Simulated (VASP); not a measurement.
Computed with PBE GGA, VASP's PBE PAW potentials (set 64) (plane waves; VASP 6.6.1).

A VASP calculation is set up with these files.

### INCAR
```
SYSTEM = SnO
PREC = Accurate
ENCUT = 280
EDIFF = 1E-04
NELM = 100
ALGO = Normal
LREAL = .FALSE.
LASPH = .TRUE.
ISMEAR = 0
SIGMA = 0.02
GGA = PE
LMAXMIX = 4
LWAVE = .FALSE.
LCHARG = .FALSE.
ISIF = 2
```

**POSCAR**
```
SnO
1
    3.8937880000     0.0000000000     0.0000000000
    0.0000000000     3.8937880000     0.0000000000
    0.0000000000     0.0000000000     4.9895350000
Sn O
2 2
Direct
  0.0000000000   0.5000000000   0.2353700000
  0.5000000000   0.0000000000   0.7646300000
  0.5000000000   0.5000000000   0.0000000000
  0.0000000000   0.0000000000   0.0000000000
```

KPOINTS:
```
K-points
0
gamma
 8 8 8
```

POTCAR, in this order: Sn_d O (PBE.64 set). Program: vasp_std.

Output of the run:

**OSZICAR**
```
       N       E                     dE             d eps       ncg     rms          rms(c)
DAV:   1     0.317194609407E+03    0.31719E+03   -0.14842E+04  3688   0.171E+03
DAV:   2     0.127770318339E+02   -0.30442E+03   -0.29944E+03  4072   0.439E+02
DAV:   3    -0.246771368739E+02   -0.37454E+02   -0.37335E+02  4224   0.158E+02
DAV:   4    -0.258104177673E+02   -0.11333E+01   -0.11321E+01  4232   0.304E+01
DAV:   5    -0.258398687965E+02   -0.29451E-01   -0.29449E-01  4672   0.440E+00    0.958E+00
DAV:   6    -0.230595117606E+02    0.27804E+01   -0.16122E+01  6120   0.420E+01    0.465E+00
DAV:   7    -0.230284896414E+02    0.31022E-01   -0.14192E+00  3672   0.685E+00    0.281E+00
DAV:   8    -0.230065482793E+02    0.21941E-01   -0.54426E-01  5000   0.504E+00    0.115E+00
DAV:   9    -0.229764218166E+02    0.30126E-01   -0.18477E-01  5392   0.369E+00    0.249E-01
DAV:  10    -0.229789673146E+02   -0.25455E-02   -0.16068E-02  4488   0.994E-01    0.170E-01
DAV:  11    -0.229782198294E+02    0.74749E-03   -0.41925E-03  5728   0.569E-01    0.428E-02
DAV:  12    -0.229782642239E+02   -0.44394E-04   -0.38574E-04  3792   0.121E-01
   1 F= -.22978264E+02 E0= -.22978264E+02  d E =-.762551E-25
```

**OUTCAR**
```
------------------------ aborting loop because EDIFF is reached ----------------------------------------
  FORCE on cell =-STRESS in cart. coord.  units (eV):
  Direction    XX          YY          ZZ          XY          YZ          ZX
  --------------------------------------------------------------------------------------
  Total      -13.8082949    -13.8082949    -13.6290483      0.0000000      0.0000000      0.0000000
  in kB     -292.4461827   -292.4461827   -288.6499158      0.0000000      0.0000000      0.0000000
  external PRESSURE =    -291.1807604 kB  Pullay stress =       0.0000000 kB
  volume of cell :       75.65
      direct lattice vectors                 reciprocal lattice vectors
     3.893788000  0.000000000  0.000000000     0.256819323  0.000000000  0.000000000
     0.000000000  3.893788000  0.000000000     0.000000000  0.256819323  0.000000000
     0.000000000  0.000000000  4.989535000     0.000000000  0.000000000  0.200419478
 POSITION                                       TOTAL-FORCE (eV/Angst)
 -----------------------------------------------------------------------------------
      0.00000      1.94689      1.17439         0.000000     -0.000000     -0.402441
      1.94689      0.00000      3.81515         0.000000      0.000000      0.402441
      1.94689      1.94689      0.00000         0.000000      0.000000      0.000000
      0.00000      0.00000      0.00000         0.000000     -0.000000      0.000000
 -----------------------------------------------------------------------------------
    total drift:                                0.000000     -0.000000      0.000000
  FREE ENERGIE OF THE ION-ELECTRON SYSTEM (eV)
  ---------------------------------------------------
  free  energy   TOTEN  =       -22.9782642239 eV

  energy  without entropy=      -22.9782642239  energy(sigma->0) =      -22.97826422
```
(Selected blocks of OUTCAR.)

**OUTCAR**
```
 val. band max:        6.0877337802   @ k =   0.0000   0.0000   0.0000

 cond. band min:       6.4447780518   @ k =   0.5000   0.5000   0.0000


 Fermi energy:         6.2250126273

 k-point     1 :       0.0000    0.0000    0.0000
  band No.  band energies     occupation
      1     -15.5651      2.00000
      2     -15.2194      2.00000
      3     -15.2161      2.00000
      4     -15.2161      2.00000
      5     -15.1919      2.00000
      6     -15.1760      2.00000
      7     -15.1495      2.00000
      8     -15.1370      2.00000
      9     -15.1200      2.00000
     10     -15.1200      2.00000
     11     -13.5822      2.00000
     12     -11.3699      2.00000
     13      -1.1010      2.00000
     14      -0.2442      2.00000
     15       0.4253      2.00000
     16       0.4253      2.00000
     17       3.0346      2.00000
     18       3.3050      2.00000
     19       3.3050      2.00000
     20       6.0877      2.00000
     21       7.9997      0.00000
     22      10.4515      0.00000
     23      10.8434      0.00000
     24      10.8434      0.00000

 k-point     2 :       0.1250    0.0000    0.0000
  band No.  band energies     occupation
      1     -15.5573      2.00000
      2     -15.2189      2.00000
      3     -15.2140      2.00000
      4     -15.2135      2.00000
      5     -15.1930      2.00000
      6     -15.1718      2.00000
      7     -15.1711      2.00000
      8     -15.1516      2.00000
      9     -15.1225      2.00000
     10     -15.1207      2.00000
     11     -13.4772      2.00000
     12     -11.4395      2.00000
     13      -1.1542      2.00000
     14      -0.2368      2.00000
     15       0.4986      2.00000
     16       0.5154      2.00000
     17       2.7801      2.00000
     18       3.1549      2.00000
     19       3.1620      2.00000
     20       6.0757      2.00000
     21       8.4436      0.00000
     22       9.7569      0.00000
     23      10.9073      0.00000
     24      10.9302      0.00000
...
```

At this cut-off the stress carries a Pulay error, which pulls relaxed volumes low.  Unless said otherwise, spin-orbit coupling is left out, though it shifts the bands of the heavy elements here.

The structure comes from a computed database's SnO entry; how it stands against other phases isn't given here. The cell was not relaxed at this level. The run is one of a series of settings (EDIFF = 1E-04, ENCUT = 280, KPOINTS 8×8×8 Γ-centred mesh against the base run), some of them coarse on purpose.
